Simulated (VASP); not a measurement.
Input:

```
CELL_PARAMETERS angstrom
      0.00000     1.95272     1.95272
      1.95272     0.00000     1.95272
      1.95272     1.95272     0.00000
ATOMIC_POSITIONS crystal
  Li 0.00000 0.00000 0.00000
  F  0.50000 0.50000 0.50000
```

These are LDA (Ceperley-Alder, Perdew-Zunger), VASP's LDA PAW potentials (set 64) (plane waves; VASP) values and carry that method's errors. Settings: 520 eV cut-off, 12×12×12 Γ-centred mesh, Gaussian smearing of 0.010 eV, potentials Li_sv F.

Question: Give the electronic dielectric tensor ε∞ (DFPT, local fields included).

Answer: 
```
2.11  0.00  0.00
0.00  2.11  0.00
0.00  0.00  2.11
```

Question: Give the Born effective charges.

Answer: 
```tsv
atom	Z*xx	Z*yy	Z*zz	mean
Li1	1.04	1.04	1.04	1.04
F2	-1.04	-1.04	-1.04	-1.04
```

Question: And the static tensor with the ions free?

Answer: 
```
7.90  0.00  0.00
0.00  7.90  0.00
0.00  0.00  7.90
```

Question: Which frequencies do the optical Γ-point modes have (no LO-TO splitting)?

Answer: 346 (×3) cm⁻¹.

The compound is LiF in the rock salt structure. It was relaxed first, which changed the volume by -9 %.
